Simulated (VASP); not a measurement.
Computed with PBE GGA, VASP's PBE PAW potentials (set 64) (plane waves; VASP 6.6.1).

A VASP calculation is set up with these files.

### INCAR
```
LREAL = .False.   # projection in real space or not
LCHARG = .False.
LMAXMIX = 4
SIGMA = 0.1   # width (eV)
SYSTEM = Tc2C
EDIFF = 1E-6   # SCF stop (eV)
NELM = 100
LWAVE = .False.
ENCUT = 400
ISMEAR = 0
GGA = PE   # PBE
ISIF = 2   # forces and stress, cell fixed
ALGO = Normal   # blocked Davidson
PREC = Accurate
LASPH = .True.
```

### KPOINTS
```
Automatic mesh
0
Gamma
6 6 5
0 0 0
```

POSCAR:
```
Tc2C
1
    3.8843400000     0.0000000000     0.0000000000
   -1.9421700000     3.3639370000     0.0000000000
    0.0000000000     0.0000000000     4.7593840000
C Tc
2 4
Direct
  0.3333330000   0.6666670000   0.2500000000
  0.6666670000   0.3333330000   0.7500000000
  0.0000000000   0.0000000000   0.0000000000
  0.0000000000   0.0000000000   0.5000000000
  0.3333330000   0.6666670000   0.7500000000
  0.6666670000   0.3333330000   0.2500000000
```

POTCAR, in this order: C Tc_pv (PBE.64 set). Program: vasp_std.

The run wrote:

### OUTCAR
```
 ion  position               nearest neighbor table
   1  0.333  0.667  0.250-   6 2.24   6 2.24   6 2.24   5 2.38   5 2.38   3 2.54   4 2.54   4 2.54
                             3 2.54   4 2.54   3 2.54
   2  0.667  0.333  0.750-   5 2.24   5 2.24   5 2.24   6 2.38   6 2.38   3 2.54   4 2.54   3 2.54
                             4 2.54   3 2.54   4 2.54
   3  0.000  0.000  0.000-   4 2.38   4 2.38   1 2.54   5 2.54   6 2.54   2 2.54   1 2.54   5 2.54
                             2 2.54   6 2.54   2 2.54   6 2.54   1 2.54   5 2.54
   4  0.000  0.000  0.500-   3 2.38   3 2.38   1 2.54   5 2.54   6 2.54   2 2.54   1 2.54   5 2.54
                             2 2.54   6 2.54   2 2.54   6 2.54   1 2.54   5 2.54
   5  0.333  0.667  0.750-   2 2.24   2 2.24   2 2.24   1 2.38   1 2.38   3 2.54   4 2.54   4 2.54
                             3 2.54   4 2.54   3 2.54   6 3.27   6 3.27   6 3.27   6 3.27   6 3.27
   6  0.667  0.333  0.250-   1 2.24   1 2.24   1 2.24   2 2.38   2 2.38   3 2.54   4 2.54   3 2.54
                             4 2.54   3 2.54   4 2.54   5 3.27   5 3.27   5 3.27   5 3.27   5 3.27
  LATTYP: Found a hexagonal cell.
 ALAT       =     3.8843400000
 C/A-ratio  =     1.2252748215
 Subroutine PRICEL returns:
 Original cell was already a primitive cell.
 Subroutine GETGRP returns: Found 24 space group operations
The static configuration has the point symmetry D_3d.
 The point group associated with its full space group is D_6h.
The dynamic configuration has the point symmetry D_3d.
 Subroutine INISYM returns: Found 24 space group operations
 Subroutine IBZKPT returns following result:
 Found     21 irreducible k-points:

 Following reciprocal coordinates:
            Coordinates               Weight
  0.000000  0.000000  0.000000      1.000000
  0.166667  0.000000  0.000000      6.000000
  0.333333 -0.000000  0.000000      6.000000
  0.500000  0.000000  0.000000      3.000000
  0.166667  0.166667  0.000000      6.000000
  0.333333  0.166667  0.000000     12.000000
  0.333333  0.333333  0.000000      2.000000
  0.000000  0.000000  0.200000      2.000000
  0.166667  0.000000  0.200000     12.000000
  0.333333 -0.000000  0.200000     12.000000
  0.500000  0.000000  0.200000      6.000000
  0.166667  0.166667  0.200000     12.000000
  0.333333  0.166667  0.200000     24.000000
  0.333333  0.333333  0.200000      4.000000
  0.000000  0.000000  0.400000      2.000000
  0.166667  0.000000  0.400000     12.000000
  0.333333 -0.000000  0.400000     12.000000
  0.500000  0.000000  0.400000      6.000000
  0.166667  0.166667  0.400000     12.000000
  0.333333  0.166667  0.400000     24.000000
  0.333333  0.333333  0.400000      4.000000
   k-points           NKPTS =     21   k-points in BZ     NKDIM =     21   number of bands    NBANDS=     36
   number of dos      NEDOS =    301   number of ions     NIONS =      6
   total plane-waves  NPLWV =  25088
   dimension x,y,z NGX =    28 NGY =   28 NGZ =   32
   dimension x,y,z NGXF=    56 NGYF=   56 NGZF=   64
   ions per type =               2   4
   PREC   = accura    normal or accurate (medium, high low for compatibility)
   ISTART =      0    job   : 0-new  1-cont  2-samecut
   ICHARG =      2    charge: 1-file 2-atom 10-const
   ISPIN  =      1    spin polarized calculation?
   LNONCOLLINEAR =      F non collinear calculations
   LSORBIT =      F    spin-orbit coupling
   INIWAV =      1    electr: 0-lowe 1-rand  2-diag
   ENCUT  =  400.0 eV  29.40 Ry    5.42 a.u.   6.33  6.33  7.76*2*pi/ulx,y,z
   NELM   =    100;   NELMIN=  2; NELMDL= -5     # of ELM steps
   EDIFF  = 0.1E-05   stopping-criterion for ELM
   LREAL  =      F    real-space projection
   NLSPLINE    = F    spline interpolate recip. space projectors
   LMAXMIX     =    4 max onsite mixed and CHGCAR
   VOSKOWN=      0    Vosko Wilk Nusair interpolation
   EDIFFG = 0.1E-04   stopping-criterion for IOM
   NSW    =      0    number of steps for IOM
   NBLOCK =      1;   KBLOCK =      1    inner block; outer block
   IBRION =     -1    ionic relax: 0-MD 1-quasi-New 2-CG
   NFREE  =      0    steps in history (QN), initial steepest desc. (CG)
   ISIF   =      2    stress and relaxation
...
```

### OSZICAR
```
       N       E                     dE             d eps       ncg     rms          rms(c)
DAV:   1     0.700027255541E+03    0.70003E+03   -0.31261E+04  1640   0.143E+03
DAV:   2    -0.194518227433E+02   -0.71948E+03   -0.70375E+03  1596   0.469E+02
DAV:   3    -0.548709057026E+02   -0.35419E+02   -0.34262E+02  2040   0.106E+02
DAV:   4    -0.557941895939E+02   -0.92328E+00   -0.91127E+00  1832   0.157E+01
DAV:   5    -0.558135486989E+02   -0.19359E-01   -0.19299E-01  1848   0.209E+00    0.444E+01
DAV:   6    -0.524907501051E+02    0.33228E+01   -0.30338E+01  2004   0.280E+01    0.162E+01
DAV:   7    -0.521668491476E+02    0.32390E+00   -0.56343E+00  1900   0.156E+01    0.117E+01
DAV:   8    -0.523388713856E+02   -0.17202E+00   -0.58398E+00  1816   0.166E+01    0.789E+00
DAV:   9    -0.518788112344E+02    0.46006E+00   -0.20052E+00  1764   0.106E+01    0.648E-01
DAV:  10    -0.518806636333E+02   -0.18524E-02   -0.77242E-02  1940   0.164E+00    0.411E-01
DAV:  11    -0.518801903682E+02    0.47327E-03   -0.73204E-03  1756   0.707E-01    0.862E-02
DAV:  12    -0.518801359178E+02    0.54450E-04   -0.55576E-04  1808   0.205E-01    0.258E-02
DAV:  13    -0.518801289595E+02    0.69583E-05   -0.29302E-05  1916   0.395E-02    0.543E-03
DAV:  14    -0.518801275373E+02    0.14223E-05   -0.16507E-06  1148   0.753E-03    0.137E-03
DAV:  15    -0.518801274074E+02    0.12983E-06   -0.43314E-07   916   0.356E-03
   1 F= -.51880127E+02 E0= -.51854017E+02  d E =-.522216E-01
```

File OUTCAR:
```
------------------------ aborting loop because EDIFF is reached ----------------------------------------
  FORCE on cell =-STRESS in cart. coord.  units (eV):
  Direction    XX          YY          ZZ          XY          YZ          ZX
  --------------------------------------------------------------------------------------
  Total       16.8582188     16.8582176     12.0426540      0.0000000      0.0000000     -0.0000000
  in kB      434.3166020    434.3165718    310.2536891      0.0000000      0.0000000     -0.0000000
  external PRESSURE =     392.9622876 kB  Pullay stress =       0.0000000 kB
  volume of cell :       62.19
      direct lattice vectors                 reciprocal lattice vectors
     3.884340000  0.000000000  0.000000000     0.257443993  0.148635364  0.000000000
    -1.942170000  3.363937000  0.000000000     0.000000000  0.297270728  0.000000000
     0.000000000  0.000000000  4.759384000     0.000000000  0.000000000  0.210111224
 POSITION                                       TOTAL-FORCE (eV/Angst)
 -----------------------------------------------------------------------------------
     -0.00000      2.24263      1.18985        -0.000000      0.000000      0.000000
      1.94217      1.12131      3.56954         0.000000     -0.000000      0.000000
      0.00000      0.00000      0.00000         0.000000      0.000000      0.000000
      0.00000      0.00000      2.37969         0.000000      0.000000      0.000000
     -0.00000      2.24263      3.56954         0.000000     -0.000000      0.000000
      1.94217      1.12131      1.18985        -0.000000      0.000000      0.000000
 -----------------------------------------------------------------------------------
    total drift:                                0.001465     -0.000846      0.000969
  FREE ENERGIE OF THE ION-ELECTRON SYSTEM (eV)
  ---------------------------------------------------
  free  energy   TOTEN  =       -51.8801274074 eV

  energy  without entropy=      -51.8279058057  energy(sigma->0) =      -51.85401661
```
(Selected blocks of OUTCAR.)

At this cut-off the stress carries a Pulay error, which pulls relaxed volumes low.

The structure was generated: Tc2C was put into an ordered model structure, which need not be its known phase. The cell was not relaxed at this level, and its volume differs by -5.9 % from the start's. The k-mesh is coarse (spacing up to 0.31 per Å, 2π included), so the numbers may not be converged in it.
